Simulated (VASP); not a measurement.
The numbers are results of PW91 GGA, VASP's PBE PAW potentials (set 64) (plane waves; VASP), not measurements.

VASP input:

**KPOINTS**
```
Automatic mesh
0
Gamma
11 11 11
0 0 0
```

### INCAR
```
ALGO = Normal
EDIFF = 1E-6
EDIFFG = -0.01
ENCUT = 520
GGA = 91
IBRION = 2
ISIF = 3
ISMEAR = 1
LASPH = .True.
LCHARG = .False.
LMAXMIX = 4
LREAL = .False.
LWAVE = .False.
NELM = 100
NSW = 60
PREC = Accurate
SIGMA = 0.1
SYSTEM = RuAl
```

### POSCAR
```
RuAl
1
    2.9900000000     0.0000000000     0.0000000000
    0.0000000000     2.9900000000     0.0000000000
    0.0000000000     0.0000000000     2.9900000000
Al Ru
1 1
Direct
  0.5000000000   0.5000000000   0.5000000000
  0.0000000000   0.0000000000   0.0000000000
```

POTCAR, in this order: Al Ru_pv (PBE.64 set). Program: vasp_std.

Problem. What will the output report for the number of irreducible k-points (NKPTS), largest plane-wave count, number of space-group operations, FFT grid (NGX, NGY, NGZ)?

Solution. 
```yaml
number of irreducible k-points (NKPTS): 56
largest_plane_wave_count: 739
number_of_space_group_operations: 48
FFT grid (NGX, NGY, NGZ): 24 × 24 × 24
```

The compound is RuAl in the CsCl type structure. This run relaxes it. Symmetry was kept, so distortions that lower it aren't found. The electron count is odd and the run is not spin-polarised, which forces a metal.
